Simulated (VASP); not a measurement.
Here is the system:

```yaml
crystal:
  lattice:
    - [0.00000, 2.43807, 2.43807]
    - [2.43807, 0.00000, 2.43807]
    - [2.43807, 2.43807, 0.00000]
  atoms:
    - { symbol: Gd, position: [0.00000, 0.00000, 0.00000] }
    - { symbol: N, position: [0.50000, 0.50000, 0.50000] }
```

The numbers are results of AM05 GGA, VASP's PBE PAW potentials (set 64) (plane waves; VASP), not measurements. Settings: 520 eV cut-off, 13×13×13 Γ-centred mesh, first-order Methfessel-Paxton smearing of 0.10 eV, potentials Gd_3 N.

The 4f electrons are frozen in the core of the lanthanide potential, so 4f levels, which can set the real gap, and their magnetism are missing.

Question: Give the stress tensor in GPa (positive for a compressed cell).

Answer: 
```
5.30  0.00  0.00
0.00  5.30  0.00
0.00  0.00  5.30
```
The pressure is its mean diagonal, 5.30 GPa.

The compound is GdN in the rock salt structure. This cell is one point of a volume scan, at 0.97 of the reference volume.
